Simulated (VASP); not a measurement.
Data:

```xyz
2
Lattice="0.0000 3.2821 3.2821 3.2821 0.0000 3.2821 3.2821 3.2821 0.0000" Properties=species:S:1:pos:R:3 pbc="T T T"
Cd    -0.0252     0.0144    -0.0076
Te     1.6663     1.6267     1.6487
```

Level of theory: HSE06 screened hybrid, VASP's PBE PAW potentials (set 64) (plane waves; VASP). Run with 300 eV cut-off, 5×5×5 Γ-centred mesh, Gaussian smearing of 0.010 eV, potentials Cd Te.

Unless said otherwise, spin-orbit coupling is left out, though it shifts the bands of the heavy elements here.

Task: Predict the energy per atom (σ→0), band gap (on the k-mesh) with the smallest direct gap where there is one.

Result: 
```yaml
band gap (on the k-mesh): 1.39 eV
smallest direct gap (on the k-mesh): 1.39 eV
energy per atom (σ→0): -3.011 eV/atom
```

Only differences to runs with the same potentials and settings are physical.

The structure comes from a computed database's CdTe entry; how it stands against other phases isn't given here. The cell was not relaxed at this level, atoms are displaced from their ideal sites.
